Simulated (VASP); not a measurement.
Output of a VASP run:

### OSZICAR
```
       N       E                     dE             d eps       ncg     rms          rms(c)
DAV:   1     0.309252623193E+03    0.30925E+03   -0.16470E+04  9530   0.226E+03
DAV:   2     0.468589402988E+01   -0.30457E+03   -0.29813E+03  9312   0.411E+02
DAV:   3    -0.222417073698E+02   -0.26928E+02   -0.26021E+02 12390   0.160E+02
DAV:   4    -0.230640420582E+02   -0.82233E+00   -0.81648E+00 13246   0.309E+01
DAV:   5    -0.230753892466E+02   -0.11347E-01   -0.11317E-01 14019   0.313E+00    0.196E+01
DAV:   6    -0.233373751377E+02   -0.26199E+00   -0.67452E+01 10893   0.213E+02    0.144E+01
DAV:   7    -0.193027911107E+02    0.40346E+01   -0.30293E+01 11796   0.116E+02    0.347E+00
DAV:   8    -0.191948011329E+02    0.10799E+00   -0.17886E+00 11579   0.185E+01    0.185E+00
DAV:   9    -0.191973949737E+02   -0.25938E-02   -0.32786E-01 11961   0.237E+01    0.144E+00
DAV:  10    -0.191759407304E+02    0.21454E-01   -0.10362E-01 11511   0.152E+01    0.608E-01
DAV:  11    -0.191725518732E+02    0.33889E-02   -0.24165E-02 14832   0.339E+00    0.215E-01
DAV:  12    -0.191721058103E+02    0.44606E-03   -0.35172E-03 13412   0.207E+00    0.592E-02
DAV:  13    -0.191721373107E+02   -0.31500E-04   -0.46760E-04 12685   0.768E-01    0.155E-02
DAV:  14    -0.191721539834E+02   -0.16673E-04   -0.57640E-05 13878   0.173E-01    0.997E-03
DAV:  15    -0.191721480914E+02    0.58920E-05   -0.53463E-06 13886   0.588E-02    0.196E-03
DAV:  16    -0.191721471040E+02    0.98745E-06   -0.72626E-07  9857   0.240E-02    0.106E-03
DAV:  17    -0.191721465444E+02    0.55957E-06   -0.87035E-08  4909   0.106E-02    0.287E-04
DAV:  18    -0.191721466994E+02   -0.15504E-06   -0.42994E-08  4859   0.347E-03    0.170E-04
DAV:  19    -0.191721466942E+02    0.52451E-08   -0.11493E-08  4841   0.180E-03
   1 F= -.19172147E+02 E0= -.19172147E+02  d E =0.000000E+00
```

### OUTCAR
```
------------------------ aborting loop because EDIFF is reached ----------------------------------------
  FORCE on cell =-STRESS in cart. coord.  units (eV):
  Direction    XX          YY          ZZ          XY          YZ          ZX
  --------------------------------------------------------------------------------------
  Total       -0.0279564     -0.0279564     -0.1782279      0.0071588      0.0000000      0.0000000
  in kB       -0.9134564     -0.9134564     -5.8234824      0.2339076      0.0000000      0.0000000
  external PRESSURE =      -2.5501317 kB  Pullay stress =       0.0000000 kB
  volume of cell :       49.03
      direct lattice vectors                 reciprocal lattice vectors
     0.052750575  3.726352595  3.532016761    -0.136106197  0.136106197  0.141562182
     3.726352595  0.052750575  3.532016761     0.136106197 -0.136106197  0.141562182
     1.889551585  1.889551585  0.000000000     0.264613046  0.264613046 -0.283124364
 POSITION                                       TOTAL-FORCE (eV/Angst)
 -----------------------------------------------------------------------------------
      0.00000      0.00000      0.00000        -0.000000     -0.000000      0.000000
      1.86318      0.02638      1.76601        -0.000000     -0.000000      0.000000
      0.02638      1.86318      1.76601         0.000000      0.000000      0.000000
      1.88955      1.88955      3.53202         0.000000     -0.000000      0.000000
 -----------------------------------------------------------------------------------
    total drift:                               -0.000000     -0.000000      0.000000
  FREE ENERGIE OF THE ION-ELECTRON SYSTEM (eV)
  ---------------------------------------------------
  free  energy   TOTEN  =       -19.1721466942 eV

  energy  without entropy=      -19.1721466942  energy(sigma->0) =      -19.17214669

 total charge

# of ion       s       p       d       tot
------------------------------------------
    1        0.534   0.573   8.568   9.674
    2        0.452   0.382   9.180  10.014
    3        0.452   0.382   9.180  10.014
    4        0.434   0.366   9.180   9.980
--------------------------------------------------
tot          1.871   1.703  36.108  39.682
```
(Selected blocks of OUTCAR.)

**POSCAR**
```
Cu3Pd
1
    0.0527505751     3.7263525954     3.5320167608
    3.7263525954     0.0527505751     3.5320167608
    1.8895515853     1.8895515853     0.0000000000
Pd Cu
1 3
Direct
  0.0000000000   0.0000000000   0.0000000000
  0.0000000000   0.5000000000   0.0000000000
  0.5000000000   0.0000000000   0.0000000000
  0.5000000000   0.5000000000   1.0000000000
```

Question: Write an INCAR and KPOINTS that could have produced this output.

Answer: This is not unique; one that fits is the input of the run itself, PBEsol GGA, plane waves, VASP's PBE PAW potentials (set 64).

### KPOINTS
```
kpoints
0
Gamma
8 8 16
0 0 0
```

INCAR:
```
! general
SYSTEM  = Cu3Pd
PREC    = Accurate
ENCUT   = 400   ! plane-wave cut-off (eV)
LREAL   = .FALSE.   ! projection in real space or not
LASPH   = .TRUE.

! electronic loop
EDIFF   = 1E-7
NELM    = 100   ! most electronic steps
ALGO    = Normal   ! blocked Davidson
LMAXMIX = 4

! smearing
ISMEAR  = -5   ! tetrahedra, Bloechl

! functional
GGA     = PS   ! PBEsol

! ions
ISIF    = 2

! output
LWAVE   = .FALSE.
LCHARG  = .TRUE.
LORBIT  = 11   ! lm-projected
NEDOS   = 601   ! DOS grid

! other
LEFG    = .TRUE.
```

POTCAR, in this order: Pd Cu (PBE.64 set). Program: vasp_std.

For a metal the tetrahedron method with Blöchl corrections gives inexact stress and forces.

The structure was generated: Cu3Pd was put into an ordered model structure (Cmmm), which need not be its known phase. It was relaxed first. The electron count is odd and the run is not spin-polarised, which forces a metal.
